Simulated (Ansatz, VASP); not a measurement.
# Ni (Ni(100)): VASP beside Ansatz, part 2 of 3

Wanted: the spread between two codes on one cell, functional and k mesh. Of the first pair: The structure shown is the start of the Ansatz relaxation below; VASP solves that cell, so the two are compared at the walk's first step.

VASP 6.6.1 and Ansatz 0.2.0.

So far: Starting point; Ansatz: relaxation, PBE.

## (3) VASP: single point, PBE, start cell, pair 1

Level of this step: PBE, spin-polarised from a ferromagnetic start; plane waves and PAW (Ni) (VASP).

The same cell, functional, mesh and smearing now go to VASP, with its own data sets.

Lines of VASP's logs that name or quote its potential files are left out, and so is its time.

The input, INCAR:

```
SYSTEM = Ni
PREC = Accurate
ENCUT = 520
EDIFF = 1E-06
NELM = 200
ISMEAR = 1
SIGMA = 0.1
LREAL = .FALSE.
ALGO = Normal
GGA = PE
NBANDS = 57
ISPIN = 2
MAGMOM = 0.75 0.68 0.67 0.65 0.65 0.67 0.68 0.75
LASPH = .TRUE.
LMAXMIX = 4
LORBIT = 11
LWAVE = .FALSE.
LCHARG = .FALSE.
ISIF = 2
LDIPOL = .TRUE.
IDIPOL = 3
DIPOL = 0.5 0.5 0.5
LVHAR = .TRUE.
GGA_COMPAT = .FALSE.
NELMDL = -8
KPAR = 2
```

The input, POSCAR:

```
Ni
1.0
    2.4890158698      0.0000000000      0.0000000000
    0.0000000000      2.4890158698      0.0000000000
    0.0000000000      0.0000000000     28.3200000000
Ni
8
Direct
    0.0000000000      0.0000000000      0.2824858757
    0.5000000000      0.5000000000      0.3446327684
    0.0000000000      0.0000000000      0.4067796610
    0.5000000000      0.5000000000      0.4689265537
    0.0000000000      0.0000000000      0.5310734463
    0.5000000000      0.5000000000      0.5932203390
    0.0000000000      0.0000000000      0.6553672316
    0.5000000000      0.5000000000      0.7175141243
```

The input, KPOINTS:

```
Automatic mesh
0
Gamma
14 14 1
0 0 0
```

PAW data sets: Ni (PBE family, release 64).

The run is started by

```bash
$ mpirun -np 2 vasp_std
```

Numbers of over 12 decimals in the logs are rounded to 6 here.

What it wrote:

```text
[banner, memory and clock lines left out]
running    2 mpi-ranks, on    1 nodes
 distrk:  each k-point on    1 cores,    2 groups
 distr:  one band on    1 cores,    1 groups

 POSCAR found type information on POSCAR Ni
 POSCAR found :  1 types and       8 ions
 LDA part: xc-table for (Slater+PW92), standard interpolation
 POSCAR, INCAR and KPOINTS ok, starting setup
 FFT: planning ... GRIDC
 FFT: planning ... GRID_SOFT
 FFT: planning ... GRID
 WAVECAR not read
 entering main loop
       N       E                     dE             d eps       ncg     rms          rms(c)
DAV:   1     0.611755152266E+03    0.61176E+03   -0.35511E+04  8216   0.169E+03
DAV:   2     0.682474963807E+01   -0.60493E+03   -0.56888E+03  8208   0.354E+02
DAV:   3    -0.484890149297E+02   -0.55314E+02   -0.50429E+02  8719   0.143E+02
DAV:   4    -0.497551334292E+02   -0.12661E+01   -0.12606E+01  9145   0.242E+01
DAV:   5    -0.497801931265E+02   -0.25060E-01   -0.25058E-01 12452   0.224E+00
DAV:   6    -0.497804103492E+02   -0.21722E-03   -0.21722E-03 11540   0.235E-01
DAV:   7    -0.497804174838E+02   -0.71346E-05   -0.71345E-05 12343   0.345E-02
DAV:   8    -0.497804176144E+02   -0.13063E-06   -0.13081E-06  6691   0.511E-03    0.271E+01
DAV:   9    -0.575280830219E+02   -0.77477E+01   -0.88089E+01  9309   0.145E+02    0.440E+01
DAV:  10    -0.617990421712E+02   -0.42710E+01   -0.98472E+01  9586   0.152E+02    0.412E+01
DAV:  11    -0.504658479161E+02    0.11333E+02   -0.19773E+01 11193   0.683E+01    0.401E+01
DAV:  12    -0.452434879316E+02    0.52224E+01   -0.18828E+01 10166   0.547E+01    0.289E+01
DAV:  13    -0.500748997459E+02   -0.48314E+01   -0.40291E+01  9960   0.800E+01    0.401E+01
DAV:  14    -0.452596295174E+02    0.48153E+01   -0.14862E+01  9572   0.638E+01    0.302E+01
[...]
DAV:  39    -0.420186943607E+02   -0.72708E-03   -0.17716E-05  8793   0.331E-02    0.406E-02
DAV:  40    -0.420190999262E+02   -0.40557E-03   -0.20245E-05  8239   0.613E-02    0.140E-02
DAV:  41    -0.420193285582E+02   -0.22863E-03   -0.69864E-06  7369   0.321E-02    0.863E-03
DAV:  42    -0.420193739382E+02   -0.45380E-04   -0.19098E-06  6166   0.108E-02    0.467E-03
DAV:  43    -0.420193756973E+02   -0.17591E-05   -0.23095E-07  5496   0.581E-03    0.465E-03
DAV:  44    -0.420193786394E+02   -0.29421E-05   -0.25470E-07  5589   0.401E-03    0.501E-03
DAV:  45    -0.420193803432E+02   -0.17038E-05   -0.13973E-07  5510   0.380E-03    0.370E-03
DAV:  46    -0.420193808591E+02   -0.51588E-06   -0.13974E-07  5355   0.293E-03
   1 F= -.42019381E+02 E0= -.42020435E+02  d E =0.316329E-02  mag=     5.0700
```

Parts of OUTCAR (step 3):

```text
ion  position               nearest neighbor table
   1  0.000  0.000  0.282-   2 2.49   2 2.49   2 2.49   2 2.49
   2  0.500  0.500  0.345-   3 2.49   3 2.49   3 2.49   3 2.49   1 2.49   1 2.49   1 2.49   1 2.49

  LATTYP: Found a simple tetragonal cell.
 ALAT       =     2.4890158698
 C/A-ratio  =    11.3779909335

 Subroutine GETGRP returns: Found 16 space group operations
 (whereof  8 operations were pure point group operations)

The static configuration has the point symmetry C_4v.
 The point group associated with its full space group is D_4h.

 Found     36 irreducible k-points:

   k-points           NKPTS =     36   k-points in BZ     NKDIM =     36   number of bands    NBANDS=     57

   dimension x,y,z NGX =    20 NGY =   20 NGZ =  216
   dimension x,y,z NGXF=    40 NGYF=   40 NGZF=  432

   ENCUT  =  520.0 eV  38.22 Ry    6.18 a.u.   4.63  4.63 52.66*2*pi/ulx,y,z

   NELECT =      80.0000    total number of electrons

 k-points in reciprocal lattice and weights: Automatic mesh
   0.00000000  0.00000000  0.00000000       0.005
   0.07142857  0.00000000  0.00000000       0.020
   0.14285714  0.00000000  0.00000000       0.020
   0.21428571  0.00000000  0.00000000       0.020
   0.28571429  0.00000000  0.00000000       0.020
   0.35714286  0.00000000  0.00000000       0.020
   0.42857143  0.00000000  0.00000000       0.020
   0.50000000  0.00000000  0.00000000       0.010
   0.07142857  0.07142857  0.00000000       0.020
[...]
0.50000000  0.42857143  0.00000000       0.020
   0.50000000  0.50000000  0.00000000       0.005

 dipolmoment           0.000000      0.000000     -0.000000 electrons x Angstroem

 average (electrostatic) potential at core
       1 -88.7983       2 -89.1570       3 -89.1539       4 -89.1359       5 -89.1359
       6 -89.1539       7 -89.1570       8 -88.7983

 E-fermi :   2.2420

 spin component 1
 k-point     1 :       0.0000    0.0000    0.0000
  band No.  band energies     occupation
    ...
     43       1.6677      1.00000
     44       1.6975      1.00000
     45       1.7291      1.00000
     46       1.7291      1.00000
     47       2.2293      0.60652
     48       3.4258     -0.00000
     49       4.2906      0.00000
     50       7.0294      0.00000
     51       7.2341      0.00000
     52       8.2270      0.00000
    ...

 k-point     2 :       0.0714    0.0000    0.0000
  band No.  band energies     occupation
    ...
     42       1.6072      1.00000
     43       1.6274      1.00000
     44       1.6376      1.00000
     45       1.6902      1.00000
     46       1.7370      1.00000
     47       2.5970     -0.00000
     48       3.7462     -0.00000
     49       4.6473      0.00000
     50       7.1592      0.00000
     51       7.3605      0.00000
    ...

 k-point     3 :       0.1429    0.0000    0.0000
  band No.  band energies     occupation
    ...
     42       1.5645      1.00000
     43       1.6484      1.00000
     44       1.7118      1.00000
     45       1.7126      1.00000
     46       2.1178      1.03541
     47       3.2570     -0.00000
     48       4.4634      0.00000
     49       5.4764      0.00000
     50       7.5495      0.00000
     51       7.7373      0.00000
    ...

 k-point     4 :       0.2143    0.0000    0.0000
  band No.  band energies     occupation
    ...
     41       1.5848      1.00000
     42       1.6364      1.00000
     43       1.6842      1.00000
     44       1.6921      1.00000
     45       1.6937      1.00000
     46       2.6934     -0.00000
     47       4.0103     -0.00000
     48       5.3483      0.00000
     49       6.5137      0.00000
     50       8.2025      0.00000
    ...

 k-point     5 :       0.2857    0.0000    0.0000
  band No.  band energies     occupation
    ...
     41       1.5324      1.00000
     42       1.6165      1.00000
     43       1.6405      1.00000
     44       1.6802      1.00000
     45       2.0661      1.01603
     46       3.2978     -0.00000
     47       4.7897      0.00000
     48       6.2695      0.00000
     49       7.5939      0.00000
     50       8.5939      0.00000
    ...

 k-point     6 :       0.3571    0.0000    0.0000
  band No.  band energies     occupation
    ...
     40       1.5440      1.00000
     41       1.5847      1.00000
     42       1.6438      1.00000
     43       1.6477      1.00000
     44       1.6686      1.00000
     45       2.4484     -0.00646
     46       3.8356     -0.00000
     47       5.2630      0.00000
     48       6.1534      0.00000
     49       7.4213      0.00000
    ...

  Total       -2.3663797     -2.3663797     -1.2898823      0.0000000      0.0000000     -0.0000000
  in kB      -21.6095851    -21.6095851    -11.7790990      0.0000000      0.0000000     -0.0000000
  external PRESSURE =     -18.3327564 kB  Pullay stress =       0.0000000 kB

  energy-cutoff  :      520.00
  volume of cell :      175.45
      direct lattice vectors                 reciprocal lattice vectors
     2.489015870  0.000000000  0.000000000     0.401765217  0.000000000  0.000000000
     0.000000000  2.489015870  0.000000000     0.000000000  0.401765217  0.000000000
     0.000000000  0.000000000 28.320000000     0.000000000  0.000000000  0.035310734

 POSITION                                       TOTAL-FORCE (eV/Angst)
 -----------------------------------------------------------------------------------
      0.00000      0.00000      8.00000         0.000000     -0.000000      0.350381
      1.24451      1.24451      9.76000        -0.000000     -0.000000     -0.355709
      0.00000      0.00000     11.52000         0.000000     -0.000000      0.015064
      1.24451      1.24451     13.28000        -0.000000     -0.000000      0.004811
      0.00000      0.00000     15.04000         0.000000     -0.000000     -0.004811
      1.24451      1.24451     16.80000         0.000000     -0.000000     -0.015064
      0.00000      0.00000     18.56000         0.000000      0.000000      0.355709
      1.24451      1.24451     20.32000         0.000000     -0.000000     -0.350381
 -----------------------------------------------------------------------------------
    total drift:                               -0.000000      0.000000      0.000000

  FREE ENERGIE OF THE ION-ELECTRON SYSTEM (eV)
  ---------------------------------------------------
  free  energy   TOTEN  =       -42.0193808591 eV

  energy  without entropy=      -42.0225441445  energy(sigma->0) =      -42.02043529

 vacuum level on the upper side and lower side of the slab         7.137         7.137

 total charge
# of ion       s       p       d       tot
------------------------------------------
    1        0.468   0.334   8.319   9.122
    2        0.492   0.493   8.311   9.297
    3        0.497   0.496   8.314   9.306
    4        0.496   0.495   8.316   9.307
    5        0.496   0.495   8.316   9.307
    6        0.497   0.496   8.314   9.306
    7        0.492   0.493   8.311   9.297
    8        0.468   0.334   8.319   9.122
--------------------------------------------------
tot          3.907   3.636  66.521  74.064

 magnetization (x)
# of ion       s       p       d       tot
------------------------------------------
    1       -0.004  -0.020   0.743   0.719
    2       -0.007  -0.025   0.672   0.639
    3       -0.007  -0.026   0.662   0.629
    4       -0.007  -0.026   0.645   0.613
    5       -0.007  -0.026   0.645   0.613
    6       -0.007  -0.026   0.662   0.629
    7       -0.007  -0.025   0.672   0.639
    8       -0.004  -0.020   0.743   0.719
--------------------------------------------------
tot         -0.051  -0.194   5.444   5.199

[... 6 further parts left out ...]
```

The magnetic state follows from one typed start and may not be the lowest.

## (4) Comparison

Known differences besides the potentials themselves: VASP starts from the moments at which Ansatz ended; the data sets hold 144 valence electrons in Ansatz (on its default PAW (the set named soft_2) files) and 80 in VASP; the cutoff is 420 eV in Ansatz and 520 eV in VASP. Total energies have different zeros and are not compared.

Forces (eV/Å; atoms numbered as in POSCAR):

```
atom        Ansatz x, y, z          VASP x, y, z
 Ni1   0.000, 0.000, 0.358   0.000, 0.000, 0.350
 Ni2  0.000, 0.000, -0.365  0.000, 0.000, -0.356
 Ni3   0.000, 0.000, 0.016   0.000, 0.000, 0.015
 Ni4   0.000, 0.000, 0.003   0.000, 0.000, 0.005
 Ni5  0.000, 0.000, -0.003  0.000, 0.000, -0.005
 Ni6  0.000, 0.000, -0.016  0.000, 0.000, -0.015
 Ni7   0.000, 0.000, 0.365   0.000, 0.000, 0.356
 Ni8  0.000, 0.000, -0.358  0.000, 0.000, -0.350
```

The forces differ by 3.6 meV/Å r.m.s., which is 2.5 % of the r.m.s. force of 0.144 eV/Å (both taken over all components). Moments aren't recorded for both runs of this pair, so they may hold unlike magnetic states. Where the cell holds vacuum, a pressure given here is an average over it and none of the material.

## (5) Ansatz: relaxation, PBE

This run makes the geometry at which the two programs are then compared.

The structure compared here is the end of the Ansatz relaxation.

This is the run of step 2 again, met here at its other cell.

## (6) VASP: single point, PBE, relaxed atoms in a fixed cell, pair 2

The same cell, functional, mesh and smearing now go to VASP, with its own data sets.

INCAR is that of step 3.

The input, POSCAR:

```
Ni
1.0
    2.4890158698      0.0000000000      0.0000000000
    0.0000000000      2.4890158698      0.0000000000
    0.0000000000      0.0000000000     28.3200000000
Ni
8
Direct
    0.0000000000      0.0000000000      0.2847496866
    0.5000000000      0.5000000000      0.3444416588
    0.0000000000      0.0000000000      0.4068885267
    0.5000000000      0.5000000000      0.4689265537
    0.0000000000      0.0000000000      0.5310734463
    0.5000000000      0.5000000000      0.5931114733
    0.0000000000      0.0000000000      0.6555583412
    0.5000000000      0.5000000000      0.7152503134
```

KPOINTS is that of step 3.

The run is started by

```bash
$ mpirun -np 2 vasp_std
```

What it wrote:

```text
[... set-up lines as in an earlier step ...]
 entering main loop
       N       E                     dE             d eps       ncg     rms          rms(c)
DAV:   1     0.613672777602E+03    0.61367E+03   -0.35536E+04  8216   0.169E+03
DAV:   2     0.731184360324E+01   -0.60636E+03   -0.57030E+03  8208   0.354E+02
DAV:   3    -0.484866576000E+02   -0.55799E+02   -0.50953E+02  8747   0.144E+02
DAV:   4    -0.497674566399E+02   -0.12808E+01   -0.12752E+01  9088   0.243E+01
[...]
DAV:  40    -0.420444191306E+02   -0.30470E-05   -0.47714E-07  5728   0.863E-03    0.106E-02
DAV:  41    -0.420444204192E+02   -0.12886E-05   -0.23573E-07  5488   0.526E-03    0.638E-03
DAV:  42    -0.420444209833E+02   -0.56407E-06   -0.12715E-07  5276   0.439E-03
   1 F= -.42044421E+02 E0= -.42045015E+02  d E =0.178339E-02  mag=     5.0748
```

Parts of OUTCAR (step 6):

```text
  Total       -1.5059663     -1.5059663     -0.0410730      0.0000000      0.0000000     -0.0000000
  in kB      -13.7523611    -13.7523611     -0.3750754      0.0000000      0.0000000     -0.0000000
  external PRESSURE =      -9.2932659 kB  Pullay stress =       0.0000000 kB

 POSITION                                       TOTAL-FORCE (eV/Angst)
 -----------------------------------------------------------------------------------
      0.00000      0.00000      8.06411        -0.000000      0.000000     -0.004731
      1.24451      1.24451      9.75459        -0.000000      0.000000      0.006004
      0.00000      0.00000     11.52308        -0.000000      0.000000     -0.002899
      1.24451      1.24451     13.28000         0.000000      0.000000      0.017669
      0.00000      0.00000     15.04000        -0.000000      0.000000     -0.017669
      1.24451      1.24451     16.79692         0.000000      0.000000      0.002899
      0.00000      0.00000     18.56541        -0.000000     -0.000000     -0.006004
      1.24451      1.24451     20.25589        -0.000000      0.000000      0.004731
 -----------------------------------------------------------------------------------
    total drift:                               -0.000000      0.000000      0.000000

  FREE ENERGIE OF THE ION-ELECTRON SYSTEM (eV)
  ---------------------------------------------------
  free  energy   TOTEN  =       -42.0444209833 eV

  energy  without entropy=      -42.0462043760  energy(sigma->0) =      -42.04501545

 magnetization (x)
# of ion       s       p       d       tot
------------------------------------------
    1       -0.004  -0.021   0.739   0.714
    2       -0.008  -0.025   0.673   0.640
    3       -0.007  -0.026   0.661   0.628
    4       -0.007  -0.026   0.649   0.616
    5       -0.007  -0.026   0.649   0.616
    6       -0.007  -0.026   0.661   0.628
    7       -0.008  -0.025   0.673   0.640
    8       -0.004  -0.021   0.739   0.714
--------------------------------------------------
tot         -0.051  -0.196   5.443   5.196

[... 2 parts as in an earlier step ...]

[... 1 further part left out ...]
[key lines of the parts left out:]
E-fermi :   2.2428
```

## (7) Side by side

What differs besides the data sets and the points named for the pairs above, as far as they apply: the data sets hold 144 valence electrons in Ansatz (on its default PAW (the set named soft_2) files) and 80 in VASP; site moments are counted in spheres of each program's own size. Total energies have different zeros and are not compared.

The two programs side by side:

```csv
quantity,Ansatz,VASP,difference
total moment (μB),5.15,5.07,+0.08
moment on Ni1 (μB),0.75,0.71,+0.03
moment on Ni8 (μB),0.75,0.71,+0.03
moment on Ni7 (μB),0.68,0.64,+0.04
moment on Ni2 (μB),0.68,0.64,+0.04
moment on Ni6 (μB),0.67,0.63,+0.04
moment on Ni3 (μB),0.67,0.63,+0.04
moment on Ni4 (μB),0.65,0.62,+0.04
moment on Ni5 (μB),0.65,0.62,+0.04
"work function, lower of the two faces (eV)",4.91,4.89,+0.02
"work function, higher of the two faces (eV)",4.91,4.89,+0.02
```

The largest component of a force difference here is 6 meV/Å. Where the cell holds vacuum, a pressure given here is an average over it and none of the material.

## (8) Ansatz: relaxation, LDA

This run makes the geometry at which the two programs are then compared.

The structure compared here is the end of the Ansatz relaxation.

The input, input.yaml:

```yaml
crystal:
  lattice:
    - [2.4890158698, 0.0, 0.0]
    - [0.0, 2.4890158698, 0.0]
    - [0.0, 0.0, 28.32]
  atoms:
    - { symbol: Ni, position: [0.0, 0.0, 0.2824858757], spin: 0.7 }
    - { symbol: Ni, position: [0.5, 0.5, 0.3446327684], spin: 0.7 }
    - { symbol: Ni, position: [0.0, 0.0, 0.406779661], spin: 0.7 }
    - { symbol: Ni, position: [0.5, 0.5, 0.4689265537], spin: 0.7 }
    - { symbol: Ni, position: [0.0, 0.0, 0.5310734463], spin: 0.7 }
    - { symbol: Ni, position: [0.5, 0.5, 0.593220339], spin: 0.7 }
    - { symbol: Ni, position: [0.0, 0.0, 0.6553672316], spin: 0.7 }
    - { symbol: Ni, position: [0.5, 0.5, 0.7175141243], spin: 0.7 }
magnetization:
  spin_polarized: true
hamiltonian:
  xc: lda
kpoints:
  mp_grid: { grid: [14, 14, 1] }
scf:
  occupations: { method: methfessel_paxton, width: 0.1 }
  convergence: { dr2_threshold: 1.0e-09 }
efield:
  axis: 3
  dipole_correction: true
relax:
  f_tol: 0.01
  max_steps: 40
  constraints: [{ sites: [3, 4] }]
output:
  write_potential: true
  write_density: true
  volumetric_format: npy
```

The run is started by

```bash
$ ansatz run input.yaml --threads 4 --pin off --max-ram 8192MiB --backend cpu --events-out ev --progress --plain --runs-dir out
```

What it wrote:

```text
[...]
Crystal: 8 atoms, lattice volume = 175.448 Å³
Basis set: ecut = 420 eV, 3383 PW (Γ)
Bands: 90, of which v1, the nominal top of the filled ones, is band 72 counted from 1 (71 counted from 0)
Symmetry: 8 space group operations
k-points: 36 of 196
[...]
- { symbol: Ni, position: [0, 0.0, 0.296067] }
    - { symbol: Ni, position: [0.5, 0.5, 0.351950] }
    - { symbol: Ni, position: [0, 0.0, 0.410823] }
    - { symbol: Ni, position: [0.5, 0.5, 0.468927] }
    - { symbol: Ni, position: [0.0, 0.0, 0.531073] }
    - { symbol: Ni, position: [0.5, 0.5, 0.589177] }
    - { symbol: Ni, position: [0, 0.0, 0.648050] }
    - { symbol: Ni, position: [0.5, 0.5, 0.703934] }
[key lines of the parts left out:]
SCF converged after 26 iterations
Magnetization: 4.9885 μB (74.4942 up, 69.5058 down)
Free energy (F): -46184.663252 eV
Fermi energy:    6.174392 eV
Dipole field:    D = -0.000019 V/Å  (p = -0.000019 e·Å, saw-weighted, corrected)
Work function:   Φ+ = 5.2794 eV   Φ− = 5.2789 eV
```

(Part 2 of 3 ends here.)

[Lines on the potential files, build, host, timing and source positions are cut from VASP's logs without a mark.]

[Logs are printed without paths, hosts, clocks, repeated set-up lines and the standing remarks that a program may print on its own settings, such as how far it seeks lower states.]

[Hosts, paths, dates, database ids (printed as entryN), source tags and the programs' standing remarks are cut or masked in the printed files.]
